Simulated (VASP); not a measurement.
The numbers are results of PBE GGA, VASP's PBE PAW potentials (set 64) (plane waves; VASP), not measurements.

Input for VASP

### POSCAR
```
HfN
1
    0.0000000000     2.3052000000     2.3052000000
    2.3052000000     0.0000000000     2.3052000000
    2.3052000000     2.3052000000     0.0000000000
Hf N
1 1
Direct
  0.0000000000   0.0000000000   0.0000000000
  0.5000000000   0.5000000000   0.5000000000
```

INCAR:
```
# general
SYSTEM   =  HfN
PREC     =  Accurate
ENCUT    =  250
LREAL    =  .FALSE.
LASPH    =  .TRUE.   # aspherical one-centre terms

# electronic loop
EDIFF    =  1E-6
NELM     =  100   # most electronic steps
ALGO     =  Normal   # blocked Davidson
LMAXMIX  =  6   # l cut-off of mixed one-centre charges

# smearing
ISMEAR   =  1   # Methfessel-Paxton
SIGMA    =  0.1   # width (eV)

# functional
GGA      =  PE   # PBE

# ions
ISIF     =  2   # forces and stress, cell fixed

# output
LWAVE    =  .FALSE.
LCHARG   =  .FALSE.
```

**KPOINTS**
```
Automatic mesh
0
Gamma
12 12 12
0 0 0
```

POTCAR, in this order: Hf_pv N (PBE.64 set). Program: vasp_std.

The run wrote:

### OSZICAR
```
       N       E                     dE             d eps       ncg     rms          rms(c)
DAV:   1     0.145489420398E+02    0.14549E+02   -0.54329E+03  1647   0.722E+02
DAV:   2    -0.230639490058E+02   -0.37613E+02   -0.35748E+02  2014   0.170E+02
DAV:   3    -0.241059153736E+02   -0.10420E+01   -0.10331E+01  2080   0.255E+01
DAV:   4    -0.241144816410E+02   -0.85663E-02   -0.85513E-02  1896   0.225E+00
DAV:   5    -0.241146533661E+02   -0.17173E-03   -0.17164E-03  2100   0.209E-01    0.452E+01
DAV:   6    -0.219046489539E+02    0.22100E+01   -0.10716E+01  1778   0.219E+01    0.371E+01
DAV:   7    -0.218049012333E+02    0.99748E-01   -0.45094E-01  1836   0.587E+00    0.214E+01
DAV:   8    -0.217801525913E+02    0.24749E-01   -0.83229E-02  1812   0.272E+00    0.255E+00
DAV:   9    -0.217762570093E+02    0.38956E-02   -0.20172E-02  1844   0.101E+00    0.109E+00
DAV:  10    -0.217759829417E+02    0.27407E-03   -0.28294E-03  1928   0.432E-01    0.241E-01
DAV:  11    -0.217759436397E+02    0.39302E-04   -0.15684E-04  1871   0.107E-01    0.525E-02
DAV:  12    -0.217759415735E+02    0.20662E-05   -0.19754E-05  1983   0.395E-02    0.299E-02
DAV:  13    -0.217759416194E+02   -0.45891E-07   -0.92951E-07   996   0.933E-03
   1 F= -.21775942E+02 E0= -.21776068E+02  d E =0.378572E-03
```

OUTCAR:
```
------------------------ aborting loop because EDIFF is reached ----------------------------------------
  FORCE on cell =-STRESS in cart. coord.  units (eV):
  Direction    XX          YY          ZZ          XY          YZ          ZX
  --------------------------------------------------------------------------------------
  Total       -7.2519980     -7.2519980     -7.2519980      0.0000000      0.0000000      0.0000000
  in kB     -474.2555609   -474.2555609   -474.2555609      0.0000000      0.0000000      0.0000000
  external PRESSURE =    -474.2555609 kB  Pullay stress =       0.0000000 kB
  volume of cell :       24.50
      direct lattice vectors                 reciprocal lattice vectors
     0.000000000  2.305200000  2.305200000    -0.216900920  0.216900920  0.216900920
     2.305200000  0.000000000  2.305200000     0.216900920 -0.216900920  0.216900920
     2.305200000  2.305200000  0.000000000     0.216900920  0.216900920 -0.216900920
 POSITION                                       TOTAL-FORCE (eV/Angst)
 -----------------------------------------------------------------------------------
      0.00000      0.00000      0.00000         0.000000      0.000000     -0.000000
      2.30520      2.30520      2.30520        -0.000000     -0.000000      0.000000
 -----------------------------------------------------------------------------------
    total drift:                               -0.000000      0.000000      0.000000
  FREE ENERGIE OF THE ION-ELECTRON SYSTEM (eV)
  ---------------------------------------------------
  free  energy   TOTEN  =       -21.7759416194 eV

  energy  without entropy=      -21.7763201911  energy(sigma->0) =      -21.77606781
```
(Selected blocks of OUTCAR.)

At this cut-off the stress carries a Pulay error, which pulls relaxed volumes low.

The compound is HfN in the rock salt structure. The cell was not relaxed at this level. The run is one of a series of settings (ENCUT = 250 against the base run), some of them coarse on purpose. The electron count is odd and the run is not spin-polarised, which forces a metal.
